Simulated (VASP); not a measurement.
```
AuCu
1.0
    2.80000     0.00000     0.00000
    0.00000     2.80000     0.00000
    0.00000     0.00000     3.67000
Cu Au
1 1
Direct
  0.00000   0.00000   0.00000
  0.50000   0.50000   0.50000
```

The base run (VASP): PBE GGA, plane waves, VASP's PBE PAW potentials (set 64). Numerical set-up: 400 eV cut-off, 12×12×9 Γ-centred mesh, first-order Methfessel-Paxton smearing of 0.10 eV, potentials Cu Au.

One setting is varied; ΔE counts from the most expensive setting. The base run took about 10 core-seconds. Times come from single runs on busy shared machines, so they are rough: good to a factor of about 2.

Pressures at a finite cut-off, here 400 eV, hold a Pulay part, which wasn't tested here.

| setting | cost over the base run | electronic steps | ΔE (meV/atom) | pressure (GPa) |
|---|---|---|---|---|
| KGAMMA = .TRUE., KSPACING = 0.5, KPOINTS file removed | about 1/4 | 13 | -50.7 | 5.84 |
| KGAMMA = .TRUE., KSPACING = 0.4, KPOINTS file removed | about 1/3 | 13 | 18.2 | 6.41 |
| KGAMMA = .TRUE., KSPACING = 0.35, KPOINTS file removed | about 1/3 | 13 | -17.3 | 6.07 |
| KGAMMA = .TRUE., KSPACING = 0.25, KPOINTS file removed | within a factor of 2 | 13 | -8.9 | 6.09 |
| base run | reference | 13 | 1.1 | 6.35 |
| KGAMMA = .TRUE., KSPACING = 0.16, KPOINTS file removed | within a factor of 2 | 13 | 0.0 | 6.26 |

Left out are runs that failed, have no time on record or changed the cell.

The compound is CuAu in the L1_0 structure. The cell was not relaxed at this level.
